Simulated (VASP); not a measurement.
# TiN3F6 (Fm-3m) in VASP: single point with LDA

Aim: the single point of TiN3F6 with LDA.

Everything below comes from runs of VASP 6.6.1. Logs are shortened: lines on timing, memory, paths and dates and some standing lists are left out, and cuts for length are marked.

## Step 1: Starting point

Symmetry: Fm-3m, No. 225, cubic system. The conventional cell has a = 7.966 Å, b = 7.966 Å, c = 7.966 Å, α = 90.00°, β = 90.00°, γ = 90.00°. Ti (site symmetry m-3m) is surrounded by 6 F at 1.91 Å. Around N (site symmetry m-3m) lie 6 F at 2.08 Å. N (site symmetry -43m) is surrounded by 12 F at 2.82 Å. Around F (site symmetry 4mm) lie 1 Ti at 1.91 Å and 1 N at 2.08 Å.

The cell comes from a database or a generator and needn't be the stable form of this composition.

## Step 2: Single point, LDA

Input file INCAR:

```
PREC = Accurate ; ENCUT = 520
EDIFF = 1E-6 ; ISMEAR = -1
SIGMA = 0.2 ; LREAL = False
LASPH = True ; NELM = 100
ALGO = Fast ; ISIF = 2
LWAVE = False ; LCHARG = False
GGA = CA ; NBANDS = 46
```

Input file KPOINTS:

```
regular mesh
0
Gamma
  3 3 3
```

Input file POSCAR:

```
TiN3F6
1.0
    0.0000000000      3.9831010000      3.9831010000
    3.9831010000      0.0000000000      3.9831010000
    3.9831010000      3.9831010000      0.0000000000
Ti N F
1 3 6
Direct
    0.0000000000      0.0000000000      0.0000000000
    0.5000000000      0.5000000000      0.5000000000
    0.7500000000      0.7500000000      0.7500000000
    0.2500000000      0.2500000000      0.2500000000
    0.7607750000      0.7607750000      0.2392250000
    0.2392250000      0.7607750000      0.2392250000
    0.7607750000      0.2392250000      0.2392250000
    0.2392250000      0.2392250000      0.7607750000
    0.7607750000      0.2392250000      0.7607750000
    0.2392250000      0.7607750000      0.7607750000
```

Potentials or basis: VASP PAW LDA potentials, release 64 (Ti_sv, N, F).

Command:

```sh
$ cat potpaw_LDA.64/Ti_sv/POTCAR potpaw_LDA.64/N/POTCAR potpaw_LDA.64/F/POTCAR > POTCAR
$ mpirun -np 1 vasp_std > vasp.out
```

OUTCAR:

```text
PREC = Accurate
   ENCUT = 520
   EDIFF = 1E-6
   ISMEAR = -1
   LREAL = False
   LASPH = True
   NELM = 100
   ISIF = 2
   GGA = CA

 ion  position               nearest neighbor table
   1  0.000  0.000  0.000-   5 1.91   6 1.91   7 1.91   8 1.91   9 1.91  10 1.91
   2  0.500  0.500  0.500-
   3  0.750  0.750  0.750-
   4  0.250  0.250  0.250-
   5  0.761  0.761  0.239-   1 1.91
   6  0.239  0.761  0.239-   1 1.91
   7  0.761  0.239  0.239-   1 1.91
   8  0.239  0.239  0.761-   1 1.91
   9  0.761  0.239  0.761-   1 1.91
  10  0.239  0.761  0.761-   1 1.91

  LATTYP: Found a face centered cubic cell.
 ALAT       =     7.9662020000

  Lattice vectors:

 A1 = (   0.0000000000,   3.9831010000,   3.9831010000)
 A2 = (   3.9831010000,   0.0000000000,   3.9831010000)
 A3 = (   3.9831010000,   3.9831010000,   0.0000000000)

Analysis of symmetry for initial positions (statically):
=====================================================================
 Subroutine PRICEL returns:
 Original cell was already a primitive cell.

 Routine SETGRP: Setting up the symmetry group for a
 face centered cubic supercell.

 Subroutine GETGRP returns: Found 48 space group operations
 (whereof 48 operations were pure point group operations)
 out of a pool of 48 trial point group operations.

The static configuration has the point symmetry O_h .

Analysis of symmetry for dynamics (positions and initial velocities):
=====================================================================
 Subroutine PRICEL returns:
 Original cell was already a primitive cell.

 Routine SETGRP: Setting up the symmetry group for a
 face centered cubic supercell.

 Subroutine GETGRP returns: Found 48 space group operations
 (whereof 48 operations were pure point group operations)
 out of a pool of 48 trial point group operations.

The dynamic configuration has the point symmetry O_h .

 Subroutine INISYM returns: Found 48 space group operations
 (whereof 48 operations are pure point group operations),
 and found     1 'primitive' translations

----------------------------------------------------------------------------------------

                                     Primitive cell

  volume of cell :     126.3845

  direct lattice vectors                    reciprocal lattice vectors
     0.000000000  3.983101000  3.983101000    -0.125530334  0.125530334  0.125530334
     3.983101000  0.000000000  3.983101000     0.125530334 -0.125530334  0.125530334
     3.983101000  3.983101000  0.000000000     0.125530334  0.125530334 -0.125530334

  length of vectors
     5.632955455  5.632955455  5.632955455     0.217424917  0.217424917  0.217424917

  position of ions in fractional coordinates (direct lattice)
     0.000000000  0.000000000  0.000000000
     0.500000000  0.500000000  0.500000000
     0.750000000  0.750000000  0.750000000
     0.250000000  0.250000000  0.250000000
     0.760775000  0.760775000  0.239225000
     0.239225000  0.760775000  0.239225000
     0.760775000  0.239225000  0.239225000
     0.239225000  0.239225000  0.760775000
     0.760775000  0.239225000  0.760775000
     0.239225000  0.760775000  0.760775000

  ion indices of the primitive-cell ions
   primitive index   ion index
                 1           1
                 2           2
                 3           3
                 4           4
                 5           5
                 6           6
                 7           7
                 8           8
                 9           9
                10          10

----------------------------------------------------------------------------------------

 KPOINTS: regular mesh

Automatic generation of k-mesh.
 Grid dimensions read from file:
 generate k-points for:    3    3    3

 Generating k-lattice:

  Cartesian coordinates                     Fractional coordinates (reciprocal lattice)
    -0.041843445  0.041843445  0.041843445     0.333333333  0.000000000  0.000000000
     0.041843445 -0.041843445  0.041843445     0.000000000  0.333333333  0.000000000
     0.041843445  0.041843445 -0.041843445     0.000000000  0.000000000  0.333333333

  Length of vectors
     0.072474972  0.072474972  0.072474972

  Shift w.r.t. Gamma in fractional coordinates (k-lattice)
     0.000000000  0.000000000  0.000000000

 Subroutine IBZKPT returns following result:
 ===========================================

 Found      4 irreducible k-points:

 Following reciprocal coordinates:
            Coordinates               Weight
  0.000000  0.000000  0.000000      1.000000
  0.333333  0.000000  0.000000      8.000000
  0.333333  0.333333  0.000000      6.000000
 -0.333333  0.333333  0.000000     12.000000
   k-points           NKPTS =      4   k-points in BZ     NKDIM =      4   number of bands    NBANDS=     46
   number of dos      NEDOS =    301   number of ions     NIONS =     10
   total plane-waves  NPLWV =  74088
   dimension x,y,z NGX =    42 NGY =   42 NGZ =   42
   dimension x,y,z NGXF=    84 NGYF=   84 NGZF=   84
   ions per type =               1   3   6
   NGX,Y,Z   is equivalent  to a cutoff of  12.40, 12.40, 12.40 a.u.
   NGXF,Y,Z  is equivalent  to a cutoff of  24.79, 24.79, 24.79 a.u.
 SYSTEM =  unknown system
   PREC   = accura    normal or accurate (medium, high low for compatibility)
   ISTART =      0    job   : 0-new  1-cont  2-samecut
   ICHARG =      2    charge: 1-file 2-atom 10-const
   ISPIN  =      1    spin polarized calculation?
   LNONCOLLINEAR =      F non collinear calculations
   LSORBIT =      F    spin-orbit coupling
   LASPH  =      T    aspherical Exc in radial PAW
   ENCUT  =  520.0 eV  38.22 Ry    6.18 a.u.  10.47 10.47 10.47*2*pi/ulx,y,z
   NELM   =    100;   NELMIN=  2; NELMDL= -5     # of ELM steps
   EDIFF  = 0.1E-05   stopping-criterion for ELM
   LREAL  =      F    real-space projection
   EDIFFG = 0.1E-04   stopping-criterion for IOM
   NSW    =      0    number of steps for IOM
   IBRION =     -1    ionic relax: 0-MD 1-quasi-New 2-CG
   NFREE  =      0    steps in history (QN), initial steepest desc. (CG)
   ISIF   =      2    stress and relaxation
   ISYM   =      2    0-nonsym 1-usesym 2-fastsym
   POTIM  = 0.5000    time-step for ionic-motion
   TEBEG  =    0.0;   TEEND  =   0.0 temperature during run
   PSTRESS=    0.0 pullay stress
   NELECT =      69.0000    total number of electrons
   NUPDOWN=      -1.0000    fix difference up-down
   EMIN   =  10.00;   EMAX   =-10.00  energy-range for DOS
   EFERMI =   0.00;   METHOD = LEGACY
   ISMEAR =    -1;   SIGMA  =   0.20  broadening in eV -4-tet -1-fermi 0-gaus
   EFERMI_NEDOS =   21; number of points for ismear=-14 and -15
   IALGO  =     68    algorithm
   IMIX   =      4    mixing-type and parameters
     AMIX     =   0.40;   BMIX     =  1.00
     AMIX_MAG =   1.60;   BMIX_MAG =  1.00
  volume/ion in A,a.u.               =      12.64        85.29
  Fermi-wavevector in a.u.,A,eV,Ry     =   1.338012  2.528475 24.358171  1.790275
  Thomas-Fermi vector in A             =   2.466515
   LORBIT       =      0    0 simple, 1 ext, 2 COOP (PROOUT), +10 PAW based schemes
   GGA     = CA    functional components
   LHFCALC =     F    Hartree Fock is set to
   AEXX    =    0.0000 exact exchange contribution
   IVDW    =     0    specifies the selected vdW correction
   LEPSILON=     F    determine dielectric tensor
   LRPA    =     F    only Hartree local field effects (RPA)
 non-spin polarized calculation
 RMM-DIIS sequential band-by-band and
  energy-cutoff  :      520.00
  volume of cell :      126.38
 maximum number of plane-waves:      3479
 NGX is ok and might be reduce to    42
   NGX = 21   NGY = 21   NGZ = 21

 number of electron      69.0000044 magnetization

 Free energy of the ion-electron system (eV)
  ---------------------------------------------------
  ext. energy  EPLUGINS =         0.00000000
  ---------------------------------------------------
  free energy    TOTEN  =       -46.34880535 eV

  energy without entropy =      -44.28755909  energy(sigma->0) =      -45.31818222

 E-fermi :  -0.5744     XC(G=0): -10.1915

 val. band max:       -0.5950783909   @ k =   0.3333   0.3333   0.0000
 cond. band min:      -0.5551989039   @ k =  -0.3333   0.3333   0.0000
 fundamental gap:      0.0398794870
 Fermi energy:        -0.5744036814

 k-point     1 :       0.0000    0.0000    0.0000
  band No.  band energies     occupation
      1     -57.7740      2.00000
      2     -34.4695      2.00000
      3     -34.4695      2.00000
      4     -34.4695      2.00000
      5     -22.9536      2.00000
      6     -22.3688      2.00000
[... 38 lines left out ...]
     45       4.2237      0.00000
     46       8.0147      0.00000

 k-point     2 :       0.3333    0.0000    0.0000
  band No.  band energies     occupation
      1     -57.7739      2.00000
      2     -34.4699      2.00000
      3     -34.4694      2.00000
      4     -34.4694      2.00000
      5     -22.8026      2.00000
      6     -22.4306      2.00000
[... 38 lines left out ...]
     45       4.4538      0.00000
     46       9.0919      0.00000

 k-point     3 :       0.3333    0.3333    0.0000
  band No.  band energies     occupation
      1     -57.7739      2.00000
      2     -34.4697      2.00000
      3     -34.4696      2.00000
      4     -34.4696      2.00000
      5     -22.7942      2.00000
      6     -22.5304      2.00000
[... 38 lines left out ...]
     45       4.4002      0.00000
     46       9.3911      0.00000

 k-point     4 :      -0.3333    0.3333    0.0000
  band No.  band energies     occupation
      1     -57.7739      2.00000
      2     -34.4698      2.00000
      3     -34.4697      2.00000
      4     -34.4695      2.00000
      5     -22.6801      2.00000
      6     -22.5959      2.00000
[... 38 lines left out ...]
     45       4.4567      0.00000
     46      10.3596      0.00000

------------------------ aborting loop because EDIFF is reached ----------------------------------------

  FORCE on cell =-STRESS in cart. coord.  units (eV):
  Direction    XX          YY          ZZ          XY          YZ          ZX
  --------------------------------------------------------------------------------------
  -------------------------------------------------------------------------------------
  Total       -7.4266157     -7.4266157     -7.4266157     -0.0000000      0.0000000      0.0000000
  in kB      -94.1472377    -94.1472377    -94.1472377     -0.0000000      0.0000000      0.0000000
  external PRESSURE =     -94.1472377 kB  Pullay stress =       0.0000000 kB

 VOLUME and BASIS-vectors are now :
 -----------------------------------------------------------------------------
  energy-cutoff  :      520.00
  volume of cell :      126.38
      direct lattice vectors                 reciprocal lattice vectors
     0.000000000  3.983101000  3.983101000    -0.125530334  0.125530334  0.125530334
     3.983101000  0.000000000  3.983101000     0.125530334 -0.125530334  0.125530334
     3.983101000  3.983101000  0.000000000     0.125530334  0.125530334 -0.125530334

 POSITION                                       TOTAL-FORCE (eV/Angst)
 -----------------------------------------------------------------------------------
      0.00000      0.00000      0.00000         0.000000      0.000000      0.000000
      3.98310      3.98310      3.98310        -0.000000      0.000000      0.000000
      5.97465      5.97465      5.97465         0.000000     -0.000000      0.000000
      1.99155      1.99155      1.99155         0.000000      0.000000      0.000000
      3.98310      3.98310      6.06049         0.000000      0.000000      0.341449
      3.98310      1.90571      3.98310         0.000000     -0.341449      0.000000
      1.90571      3.98310      3.98310        -0.341449      0.000000      0.000000
      3.98310      3.98310      1.90571         0.000000      0.000000     -0.341449
      3.98310      6.06049      3.98310         0.000000      0.341449      0.000000
      6.06049      3.98310      3.98310         0.341449      0.000000      0.000000
 -----------------------------------------------------------------------------------
    total drift:                               -0.000000     -0.000000     -0.000000

  FREE ENERGIE OF THE ION-ELECTRON SYSTEM (eV)
  ---------------------------------------------------
  free  energy   TOTEN  =       -46.3488053468 eV

  energy  without entropy=      -44.2875590937  energy(sigma->0) =      -45.31818222
```

Run time: 49 s. Hardware: 1 thread of Intel Xeon Platinum 8488C (Sapphire Rapids), shared host; peak memory 0.21 GiB.

Results:

- Free energy: -46.3488 eV
- Pressure: -9.4 GPa
- Largest force: 0.341 eV/Å
- Band gap on the k mesh: none (metal or under the smearing width)

Forces on the atoms (eV/Å):
```
Ti   0.000  0.000  0.000
N    0.000  0.000  0.000
N    0.000  0.000  0.000
N    0.000  0.000  0.000
F    0.000  0.000  0.341
F    0.000 -0.341  0.000
F   -0.341  0.000  0.000
F    0.000  0.000 -0.341
F    0.000  0.341  0.000
F    0.341  0.000  0.000
```

Caveat: the k mesh is coarse (spacing up to 0.46 Å⁻¹), so the values aren't converged; an odd number of electrons without spin polarisation forces a metal; a magnetic or distorted state may lie lower; semilocal functionals often make such compounds metallic where correlation or magnetic order opens a gap, which also shifts bond lengths.
